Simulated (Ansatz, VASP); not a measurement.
NaB3 in VASP and in Ansatz

```xyz
8
Lattice="2.9554 1.7063 3.1655 -2.9554 1.7063 3.1655 0.0000 -3.4126 3.1655" Properties=species:S:1:pos:R:3 pbc="T T T"
Na    0.0000    0.0000    3.1636
Na    0.0000    0.0000    6.3330
B     2.0961   -1.2102    5.6254
B     0.0000    2.4204    5.6254
B    -2.0961   -1.2102    5.6254
B    -2.0961    1.2102    3.8713
B     2.0961    1.2102    3.8713
B     0.0000   -2.4204    3.8713
```

Alike in both runs: functional PBE; k mesh 6 × 6 × 6; occupations gaussian, width 0.1 eV; no spin polarisation.

Ansatz relaxed the structure, and its values are those at the end. VASP's run is a single point on that final structure, the one shown.

|  | VASP | Ansatz |
| --- | --- | --- |
| version | VASP 6.6.1 | Ansatz 0.2.0 |
| potentials or method | VASP PAW PBE potentials, release 64 (Na_pv, B) | scalar-relativistic, plane waves, PAW |
| plane-wave cutoff (eV) | 520 | 420 |
| valence electrons in the cell | 32 | 36 |

```csv
,VASP,Ansatz,Ansatz less VASP
gap on the k mesh at the Fermi level (eV),none,none,-
pressure (GPa),0.3,0.1,-0.12
rms of the force components (eV/Å),0.022,0.009,-0.0130
```

A gap of «none» marks a metal or a gap that the smearing closes. The two sets of potentials don't hold the same shells in valence.
